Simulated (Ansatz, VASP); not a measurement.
# Ta2Al (Ta-Al-Ta stack, (111) layers): VASP beside Ansatz

One calculation is typed for both programs; each brings its own data sets. How far apart do they land? The cell is taken from a series of runs on this material, whose earlier steps may have relaxed, scaled, displaced or heated it; both programs get it as it stands.

Calculated with Ansatz 0.2.0; plane waves, with VASP 6.6.1 beside it; PBEsol.

## Step 1: The structure

The cell holds 3 atoms: 2 Ta and 1 Al. Cell: a = 2.864 Å, b = 2.864 Å, c = 15.677 Å, α = 90.0°, β = 90.0°, γ = 120.0°. It derives from Ta2Al. Vacuum lies along c.

As a file:

```cif
data_structure
_symmetry_space_group_name_H-M 'P 1'
_symmetry_Int_Tables_number 1
_cell_length_a 2.8638
_cell_length_b 2.8638
_cell_length_c 15.6765
_cell_angle_alpha 90.000
_cell_angle_beta 90.000
_cell_angle_gamma 120.000
_cell_volume 111.34
loop_
_atom_site_label
_atom_site_type_symbol
_atom_site_fract_x
_atom_site_fract_y
_atom_site_fract_z
_atom_site_occupancy
Ta1 Ta 0.00000 0.00000 0.35084 1
Ta2 Ta 0.66667 0.33333 0.64916 1
Al3 Al 0.33333 0.66667 0.50000 1
```

## Step 2: Ansatz: single point, PBEsol

Ansatz runs on its default PAW (the set named soft_2) files.

With cell and atoms fixed, the geometry can't cause a difference; cores, projectors, grids and the points listed under the comparison can.

The input, input.yaml:

```yaml
crystal:
  lattice:
    - [2.86378, 0.0, 0.0]
    - [-1.43189, 2.48011, 0.0]
    - [0.0, 0.0, 15.67654]
  atoms:
    - { symbol: Ta, position: [0.0, 0.0, 0.35084279] }
    - { symbol: Al, position: [0.33333333, 0.66666667, 0.5] }
    - { symbol: Ta, position: [0.66666667, 0.33333333, 0.64915721] }
  periodic: [true, true, false]
kpoints:
  mp_grid: { grid: [9, 9, 1] }
hamiltonian:
  xc: pbesol
scf:
  occupations: { method: gaussian, width: 0.1 }
output:
  forces: true
  stress: true
  eigenvalues: true
```

Command:

```console
ansatz run input.yaml --threads 4 --pin off --max-ram 16384MiB --backend cpu --events-out ev --progress --plain --runs-dir out
```

Numbers of over 12 decimals in the logs are rounded to 6 here.

The program printed:

```text
Warning: crystal.periodic: the lattice vector that does not repeat stood 0.000° off the slab's normal, 15.677 Å along it as the deck builds it. The run solves the slab on a vector along the normal, 33.153 Å long, with every atom where it was (on the deck's vector they left 11.00 Å outside them, and the widest stretch free of ions among them is 2.34 Å). A fractional position that the run reports is one of the run's ce [...]
crystal.periodic: the lattice vector that does not repeat stood 0.000° off the slab's normal, 15.677 Å along it as the deck builds it. The run solves the slab on a vector along the normal, 33.153 Å long, with every atom where it was (on the deck's vector they left 11.00 Å outside them, and the widest stretch free of ions among them is 2.34 Å). A fractional position that the run reports is one of the run's cell, which [...]
Engine: ansatz 0.2.0, aarch64-unknown-linux-gnu
Pseudopotentials: kind: paw
Pseudopotential: Ta, paw, valence charge 13, recommended cutoff 420 eV (normal), Ta.paw.azcp
Pseudopotential: Al, paw, valence charge 3, recommended cutoff 420 eV (normal), Al.paw.azcp
Functional definition: PBEsol
  exchange = pbesol_x
  correlation = pbesol_c
Crystal: 3 atoms, lattice volume = 235.469 Å³
Basis set: ecut = 420 eV, 4623 PW (Γ), exchange–correlation on 40×40×450 points (8 copies of the dense FFT grid, shifted against one another)
Bands: 19, of which v1, the nominal top of the filled ones, is band 15 counted from 1 (14 counted from 0)
Symmetry: 12 space group operations
Space group: P-3m1 (ITA 164), of the structure as read, at distance tolerance 6.2e-5 Å
k-points: 12 of 81
Non-local potential: Ta, projectors of the file, l = 0: 3, l = 1: 2, l = 2: 2, l = 3: 1
Non-local potential: Al, projectors of the file, l = 0: 2, l = 1: 2, l = 2: 1
PAW form: soft (Blöchl's): semilocal exchange-correlation on the pseudo side does not see the compensation charge
PAW frozen core: Ta, regenerated for the run's functional, and the local potential with it (the file was generated under x = pbe(κ = 0.804, μ = 0.219515), c = pbe(β = 0.066725))
PAW frozen core: Al, regenerated for the run's functional, and the local potential with it (the file was generated under x = pbe(κ = 0.804, μ = 0.219515), c = pbe(β = 0.066725))
PAW one-centre angular grid: Ta, 590 points (default); XC on 64 Gauss nodes
PAW one-centre angular grid: Al, 110 points (default); XC on 64 Gauss nodes
Initial density: superposition of atomic densities (neutral atoms: chi_scale 0, normalization atom), corrected by the library's trained network
Initial wavefunctions: pseudopotential atomic-orbital guess
Functional: x = pbesol(κ = 0.804, μ = 0.123457), c = pbesol(β = 0.046)
SCF iter   1: F=—  HF=-20134.870761 eV  |F-HF|=—  |Δ(HF+E_count)|=         —  Δρ=3.98e-3  dr2=9.85e-2  ethr=1.77e-3  ⟨swp⟩=12.6  Hψ=1875  notcnv=0
preconditioner: auto → LDOS  [insulator: Δε(μ)=0.097 eV  Ē_g=4.298 eV  σ=0.100 eV  W_gap=0.51  n_scr=20 (ndim 8)  ℏωp=8.7 eV  f_vac=0.708  D(μ)=3.23/eV (n_scr^D=16)  ε∞_Penn≈5.1  β→1.0]
SCF iter   2: F=—  HF=-20134.852670 eV  |F-HF|=—  |Δ(HF+E_count)|=   1.81e-2  Δρ=1.96e-3  dr2=1.44e-2  ethr=3.40e-4  ⟨swp⟩=3.6  Hψ=558  notcnv=0  defer=3
SCF iter   3: F=—  HF=-20134.852482 eV  |F-HF|=—  |Δ(HF+E_count)|=   1.89e-4  Δρ=5.94e-4  dr2=3.47e-3  ethr=4.95e-5  ⟨swp⟩=3.8  Hψ=470  notcnv=0  defer=3
SCF iter   4: F=—  HF=-20134.852092 eV  |F-HF|=—  |Δ(HF+E_count)|=   3.90e-4  Δρ=3.20e-4  dr2=1.13e-3  ethr=1.20e-5  ⟨swp⟩=2.9  Hψ=343  notcnv=0  defer=3
SCF iter   5: F=—  HF=-20134.852008 eV  |F-HF|=—  |Δ(HF+E_count)|=   8.40e-5  Δρ=7.62e-5  dr2=5.49e-5  ethr=3.90e-6  ⟨swp⟩=2.9  Hψ=327  notcnv=0  defer=3
SCF iter   6: F=—  HF=-20134.852012 eV  |F-HF|=—  |Δ(HF+E_count)|=   4.47e-6  Δρ=2.51e-5  dr2=3.38e-6  ethr=1.89e-7  ⟨swp⟩=3.6  Hψ=493  notcnv=0  defer=3
SCF iter   7: F=—  HF=-20134.852014 eV  |F-HF|=—  |Δ(HF+E_count)|=   2.29e-6  Δρ=7.94e-6  dr2=1.62e-7  ethr=1.17e-8  ⟨swp⟩=3.5  Hψ=463  notcnv=0  defer=3
SCF iter   8: F=-20134.852015 eV  HF=-20134.852015 eV  |F-HF|=5.29e-8  |Δ(HF+E_count)|=   1.72e-7  Δρ=2.19e-6  dr2=1.77e-8  ethr=3.45e-10  ⟨swp⟩=15.2  Hψ=1587  notcnv=0
SCF 1 converged in 8 iterations: F = -20134.852015 eV  dr2 = 1.77e-8
  greatest PAW one-centre occupation: 1.000 electrons in one spin orbital (limit 2), on the Ta atom at site 2 (counted from 0), in its partial waves of l = 0
SCF converged after 8 iterations
Free energy (F): -20134.852015 eV
Harris-Foulkes:  -20134.852015 eV  (|F-HF|=5.29e-8)
Internal energy: -20134.831502 eV  (E = F + TS)
E sigma→0 (E₀):  -20134.841758 eV
Entropy (-TS):   -0.020513 eV (-6.838 meV/atom)
Fermi energy:    -5.564061 eV
--- Per-component energies (eV) ---
  E_band       = -871.525602
  E_kinetic    = 751.249332
  E_local      = -62576.580433  (includes V_loc(G=0)·N_el)
  E_nonlocal   = 46.095900
  E_hartree    = 30786.602302
  E_xc         = -470.077152
  E_vxc        = -432.502803  (∫ρ·V_xc dr)
  E_paw        = -16999.343540  (= ΣΔE_a)
  E_vpaw       = -233.008229  (= ΣTr[D̂ρ^β])
  E_aug_tail   = 0.000263  (compensation charges beyond the density's cutoff)
  E_ewald      = 28326.775394
  E_core_change = 0.446432  (= ΣΔE_core)
  E_smearing   = -0.020513  (= −TS)
  E_closure    = -0.000000  (closes the sum)
  Σ components = -20134.852015   (vs F -20134.852015, Δ=0.00e0)
--- Forces (eV/Å), atoms counted from 1 ---
  atom   1  Ta    -0.00000000    -0.00000000     0.00073277
  atom   2  Al     0.00000000     0.00000000     0.00000000
  atom   3  Ta    -0.00000000     0.00000000    -0.00073277
  max |Σ_I F_I| component: 1.85e-17 eV/Å
--- 2D stress c σ (N/m, compression-positive) ---
       -8.325577       0.000000       0.000000
       -0.000000      -8.325577       0.000000
        0.000000       0.000000       0.000000
  P = ½ c Tr σ = -8.3256 N/m
--- Band table (eV; the first three rows and the last of 12) ---
  k-point 0: bands = [... 11 lower, -7.3267, -5.6789, -5.5074, -4.6374, -4.6374, -4.6337, -4.6337, -1.4217]
  k-point 1: bands = [... 11 lower, -7.1588, -5.6462, -5.6147, -5.1353, -5.1069, -4.1771, -4.1678, -2.2114]
  k-point 2: bands = [... 11 lower, -7.1147, -5.9658, -5.9170, -5.7560, -5.4517, -2.9130, -2.8875, -2.8471]
  k-point 11: bands = [... 11 lower, -7.1271, -5.6913, -5.6913, -5.6840, -5.6627, -5.4484, -5.4484, -1.6400]
```

## Step 3: VASP: single point, PBEsol

The same cell, functional, mesh and smearing now go to VASP, with its own data sets.

Lines of VASP's logs that name or quote its potential files are left out, and so is its time.

The input, INCAR:

```
SYSTEM = Ta2Al
PREC = Accurate
ENCUT = 400
EDIFF = 1E-06
NELM = 120
ISMEAR = 0
SIGMA = 0.1
LREAL = .FALSE.
ALGO = Normal
GGA = PS
NBANDS = 18
LASPH = .TRUE.
LORBIT = 11
LWAVE = .FALSE.
LCHARG = .FALSE.
ISIF = 2
LDIPOL = .TRUE.
IDIPOL = 3
DIPOL = 0.5 0.5 0.5
LVHAR = .TRUE.
GGA_COMPAT = .FALSE.
NELMDL = -8
```

The input, POSCAR:

```
Ta2Al
1.0
    2.8637800000      0.0000000000      0.0000000000
   -1.4318900000      2.4801100000      0.0000000000
    0.0000000000      0.0000000000     15.6765400000
Ta Al
2 1
Direct
    0.9999999967      0.0000000033      0.3508427900
    0.6666666633      0.3333333367      0.6491572100
    0.3333333300      0.6666666700      0.5000000000
```

The input, KPOINTS:

```
Automatic mesh
0
Gamma
9 9 1
0 0 0
```

Potentials, in the order of the species: Ta_pv and Al (PBE family, release 64).

Command:

```console
mpirun -np 1 vasp_std
```

The program printed:

```text
[banner, memory and clock lines left out]
running    1 mpi-ranks, on    1 nodes
 distrk:  each k-point on    1 cores,    1 groups
 distr:  one band on    1 cores,    1 groups

 POSCAR found type information on POSCAR TaAl
 POSCAR found :  2 types and       3 ions
|                                                                             |
|               ----> ADVICE to this user running VASP <----                  |
|                                                                             |
|     You enforced a specific xc type in the INCAR file but a different       |
|     [... a line on the potential file left out ...]
|     I HOPE YOU KNOW WHAT YOU ARE DOING!                                     |
|                                                                             |

 LDA part: xc-table for (Slater+PW92), standard interpolation
 POSCAR, INCAR and KPOINTS ok, starting setup
 FFT: planning ... GRIDC
 FFT: planning ... GRID_SOFT
 FFT: planning ... GRID
 WAVECAR not read
 entering main loop
       N       E                     dE             d eps       ncg     rms          rms(c)
DAV:   1     0.119228208654E+03    0.11923E+03   -0.12234E+04   528   0.956E+02
DAV:   2    -0.237618362948E+02   -0.14299E+03   -0.14149E+03   538   0.261E+02
DAV:   3    -0.282799305539E+02   -0.45181E+01   -0.44176E+01   548   0.425E+01
DAV:   4    -0.284813773333E+02   -0.20145E+00   -0.19926E+00   652   0.712E+00
DAV:   5    -0.284840603788E+02   -0.26830E-02   -0.26797E-02   668   0.811E-01
DAV:   6    -0.284841125456E+02   -0.52167E-04   -0.52148E-04   662   0.971E-02
DAV:   7    -0.284841151662E+02   -0.26205E-05   -0.26205E-05   676   0.160E-02
DAV:   8    -0.284841152439E+02   -0.77712E-07   -0.77621E-07   556   0.236E-03    0.168E+01
DAV:   9    -0.271053437599E+02    0.13788E+01   -0.15617E+01   470   0.169E+01    0.812E+00
DAV:  10    -0.267908958849E+02    0.31445E+00   -0.81017E+00   488   0.103E+01    0.393E+00
DAV:  11    -0.265145543426E+02    0.27634E+00   -0.15002E+00   508   0.544E+00    0.566E-01
DAV:  12    -0.265138712423E+02    0.68310E-03   -0.55546E-02   564   0.119E+00    0.335E-01
DAV:  13    -0.265128617805E+02    0.10095E-02   -0.67994E-03   518   0.521E-01    0.167E-01
DAV:  14    -0.265124544723E+02    0.40731E-03   -0.21912E-03   532   0.226E-01    0.127E-01
DAV:  15    -0.265124683116E+02   -0.13839E-04   -0.35018E-04   540   0.119E-01    0.230E-02
DAV:  16    -0.265125723278E+02   -0.10402E-03   -0.41688E-05   628   0.368E-02    0.242E-02
DAV:  17    -0.265129011941E+02   -0.32887E-03   -0.88786E-05   478   0.476E-02    0.193E-02
DAV:  18    -0.265130041926E+02   -0.10300E-03   -0.11280E-05   478   0.130E-02    0.891E-03
DAV:  19    -0.265130262877E+02   -0.22095E-04   -0.10651E-05   442   0.135E-02    0.529E-03
DAV:  20    -0.265130298724E+02   -0.35847E-05   -0.20319E-06   322   0.839E-03    0.181E-03
DAV:  21    -0.265130304500E+02   -0.57755E-06   -0.17562E-07   292   0.254E-03
   1 F= -.26513030E+02 E0= -.26502743E+02  d E =-.205744E-01
```

Parts of OUTCAR (step 3):

```text
ion  position               nearest neighbor table
   1  1.000  0.000  0.351-   3 2.86   3 2.86   3 2.86
   2  0.667  0.333  0.649-   3 2.86   3 2.86   3 2.86
   3  0.333  0.667  0.500-   2 2.86   1 2.86   1 2.86   2 2.86   1 2.86   2 2.86

  LATTYP: Found a hexagonal cell.
 ALAT       =     2.8637800000
 C/A-ratio  =     5.4740727291

 Subroutine GETGRP returns: Found 12 space group operations
 (whereof  6 operations were pure point group operations)

The static configuration has the point symmetry C_3v.
 The point group associated with its full space group is D_3d.

 Found     12 irreducible k-points:

   k-points           NKPTS =     12   k-points in BZ     NKDIM =     12   number of bands    NBANDS=     18

   dimension x,y,z NGX =    20 NGY =   20 NGZ =  108
   dimension x,y,z NGXF=    40 NGYF=   40 NGZF=  216

   ENCUT  =  400.0 eV  29.40 Ry    5.42 a.u.   4.67  4.67 25.56*2*pi/ulx,y,z

   NELECT =      25.0000    total number of electrons

 k-points in reciprocal lattice and weights: Automatic mesh
   0.00000000  0.00000000  0.00000000       0.012
   0.11111111  0.00000000  0.00000000       0.074
   0.22222222  0.00000000  0.00000000       0.074
   0.33333333  0.00000000  0.00000000       0.074
   0.44444444  0.00000000  0.00000000       0.074
   0.11111111  0.11111111  0.00000000       0.074
   0.22222222  0.11111111  0.00000000       0.148
   0.33333333  0.11111111  0.00000000       0.148
   0.44444444  0.11111111  0.00000000       0.074
   0.22222222  0.22222222  0.00000000       0.074
   0.33333333  0.22222222  0.00000000       0.148
   0.33333333  0.33333333  0.00000000       0.025

 dipolmoment           0.000000      0.000000      0.000000 electrons x Angstroem

 average (electrostatic) potential at core
       1 -41.9642       2 -41.9642       3 -79.2917

 E-fermi :   0.1461

 k-point     1 :       0.0000    0.0000    0.0000
  band No.  band energies     occupation
    ...
      7      -9.0343      2.00000
      8      -6.4712      2.00000
      9      -4.7917      2.00000
     10      -1.6173      2.00000
     11       0.0295      1.90081
     12       0.2061      0.39635
     13       1.0776      0.00000
     14       1.0776      0.00000
     15       1.0813      0.00000
     16       1.0814      0.00000
    ...

 k-point     2 :       0.1111    0.0000    0.0000
  band No.  band energies     occupation
    ...
      8      -5.9819      2.00000
      9      -4.3098      2.00000
     10      -1.4490      2.00000
     11       0.0625      1.76285
     12       0.0969      1.51352
     13       0.5791      0.00000
     14       0.6076      0.00000
     15       1.5376      0.00000
     16       1.5470      0.00000
     17       3.4949      0.00000
    ...

 k-point     3 :       0.2222    0.0000    0.0000
  band No.  band energies     occupation
    ...
      9      -3.1883      2.00000
     10      -1.4037      2.00000
     11      -0.2541      2.00000
     12      -0.2055      2.00000
     13      -0.0467      1.99360
     14       0.2571      0.11641
     15       2.7938      0.00000
     16       2.8272      0.00000
     17       2.8681      0.00000
     18       3.5959      0.00000

  Total       -3.6791777     -3.6791889     -0.0113465      0.0000000      0.0000000      0.0000000
  in kB      -52.9420238    -52.9421848     -0.1632726      0.0000000      0.0000000      0.0000000
  external PRESSURE =     -35.3491604 kB  Pullay stress =       0.0000000 kB

  energy-cutoff  :      400.00
  volume of cell :      111.34
      direct lattice vectors                 reciprocal lattice vectors
     2.863780000  0.000000000  0.000000000     0.349188834  0.201603961  0.000000000
    -1.431890000  2.480110000  0.000000000     0.000000000  0.403207922  0.000000000
     0.000000000  0.000000000 15.676540000     0.000000000  0.000000000  0.063789586

 POSITION                                       TOTAL-FORCE (eV/Angst)
 -----------------------------------------------------------------------------------
      2.86378      0.00000      5.50000         0.000000     -0.000000     -0.003824
      1.43189      0.82670     10.17654        -0.000000      0.000000      0.003824
     -0.00000      1.65341      7.83827        -0.000000     -0.000000      0.000000
 -----------------------------------------------------------------------------------
    total drift:                                0.000006     -0.000004     -0.000012

  FREE ENERGIE OF THE ION-ELECTRON SYSTEM (eV)
  ---------------------------------------------------
  free  energy   TOTEN  =       -26.5130304500 eV

  energy  without entropy=      -26.4924560729  energy(sigma->0) =      -26.50274326

 vacuum level on the upper side and lower side of the slab         5.710         5.710

 total charge
# of ion       s       p       d       tot
------------------------------------------
    1        0.388   6.100   2.387   8.875
    2        0.388   6.100   2.387   8.875
    3        0.403   0.391   0.000   0.794
--------------------------------------------------
tot          1.180  12.591   4.773  18.545

[... 3 further parts left out ...]
```

The run ends at a pressure of -3.53 GPa, with forces up to 0.0038 eV/Å.

## Step 4: Comparison

Known differences besides the potentials themselves: Ansatz cuts the interaction across the vacuum, VASP repeats the sheet with a dipole correction (LDIPOL); the data sets hold 29 valence electrons in Ansatz (on its default PAW (the set named soft_2) files) and 25 in VASP; the cutoff is 420 eV in Ansatz and 400 eV in VASP; Ansatz makes its cores anew for this functional, VASP keeps those of its PBE data sets. Total energies have different zeros and are not compared.

The largest component of a force difference here is 5 meV/Å. Where the cell holds vacuum, a pressure given here is an average over it and none of the material.

## Step 5: Summary of results

* r.m.s. force difference (single point, PBEsol): 2.1 meV/Å

In words: The r.m.s. force difference is 2.1 meV/Å (single point, PBEsol), within the 12 meV/Å picked in this series as the mark of a large difference. The data sets hold unlike numbers of valence electrons (29 in Ansatz and 25 in VASP), so part of the differences may come from the potentials. How closely two codes agree says nothing of how well the functional describes the real material.

[Lines on the potential files, build, host, timing and source positions are cut from VASP's logs without a mark.]

[Logs are printed without paths, hosts, clocks, repeated set-up lines and the standing remarks that a program may print on its own settings, such as how far it seeks lower states.]

[Hosts, paths, dates, database ids (printed as entryN), source tags and the programs' standing remarks are cut or masked in the printed files.]
